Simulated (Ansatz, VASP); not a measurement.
**One calculation of SiTe3, two programs**

Contents of INCAR:

```
PREC = Accurate
ENCUT = 520
EDIFF = 1E-7
ISMEAR = 0
SIGMA = 0.1
LREAL = False
LASPH = True
NELM = 100
ALGO = Normal
ISIF = 2
LWAVE = False
LCHARG = False
GGA = PE
NBANDS = 19
```

Contents of KPOINTS:

```
Automatic mesh
0
Gamma
  4 4 4
```

POSCAR

```
SiTe3
1.0
    5.2634881200      0.0000000000      0.0000000000
    0.0000000000      5.2634881200      0.0000000000
    0.0000000000      0.0000000000      5.2634881200
Si Te
1 3
Direct
    0.0000000000      0.0000000000      0.0000000000
    0.5000000000      0.0000000000      0.5000000000
    0.0000000000      0.5000000000      0.5000000000
    0.5000000000      0.5000000000      0.0000000000
```

Input for Ansatz:

```yaml
crystal:
  lattice:
    - [5.26348812, 0.0, 0.0]
    - [0.0, 5.26348812, 0.0]
    - [0.0, 0.0, 5.26348812]
  atoms:
    - { symbol: Si, position: [0.0, 0.0, 0.0] }
    - { symbol: Te, position: [0.5, 0.0, 0.5] }
    - { symbol: Te, position: [0.0, 0.5, 0.5] }
    - { symbol: Te, position: [0.5, 0.5, 0.0] }
basis:
  ecutwfc: 420
kpoints:
  mp_grid: { grid: [4, 4, 4] }
hamiltonian:
  xc: pbe
scf:
  occupations: { method: gaussian, width: 0.1 }
  lower_state_search: "off"
output:
  forces: true
  stress: true
  eigenvalues: true
```

Change from the starting cell: species swapped into the Sc3Al type (Pm-3m, No. 221).

Alike in both runs: task single point; functional PBE; k mesh 4 × 4 × 4; occupations gaussian, width 0.1 eV; no spin polarisation.

|  | VASP | Ansatz |
| --- | --- | --- |
| version | VASP 6.6.1 | Ansatz 0.2.0 |
| potentials or method | VASP PAW PBE potentials, release 64 (Si, Te) | scalar-relativistic, plane waves, PAW |
| plane-wave cutoff (eV) | 520 | 420 |
| valence electrons in the cell | 22 | 52 |

```csv
,VASP,Ansatz,Ansatz less VASP
gap on the k mesh at the Fermi level (eV),none,none,-
pressure (GPa),-8.0,-8.0,+0.02
```

A gap of «none» marks a metal or a gap that the smearing closes. The functional is the same, so the differences come from potentials, cutoffs and numerics. The two sets of potentials don't hold the same shells in valence.

Spin-orbit coupling is left out, which matters for the levels of Te.
